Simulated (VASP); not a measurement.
```xyz
4
Lattice="4.4166 2.2083 2.2083 2.2083 4.4166 2.2083 2.2083 2.2083 4.4166" Properties=species:S:1:pos:R:3 pbc="T T T"
Fe     0.0000     0.0000     0.0000
Fe     4.4166     4.4166     4.4166
O      2.2083     2.2083     2.2083
O      6.6249     6.6249     6.6249
```
Starting moments (μB, in the order of the record's atoms Fe Fe O O): 4.0 -4.0 0.0 0.0.

These are PBE GGA, VASP's PBE PAW potentials (set 64) (plane waves; VASP) values and carry that method's errors. Numerical set-up: 520 eV cut-off, 6×6×6 Γ-centred mesh, Gaussian smearing of 0.050 eV, potentials Fe O.

Estimate the cell moment, energy per atom (σ→0), pressure, band gap (on the k-mesh) with the smallest direct gap where there is one.

The band gap (on the k-mesh) comes out as none (metal, semimetal or under 0.01 eV), the cell moment is 0.00 μB and the energy per atom (σ→0) is -7.418 eV/atom. The pressure is -12.45 GPa.

Give the moment on each site (PAW-sphere projection).

```csv
site,moment (μB)
Fe1,3.48
Fe2,-3.48
O3,0.00
O4,0.00
```

The absolute energy has meaning only against runs of the same code, potentials and settings.

The compound is FeO in the rock salt, AFM-II order structure. The cell was not relaxed at this level. The k-mesh is coarse (spacing up to 0.39 per Å, 2π included), so the numbers may not be converged in it.
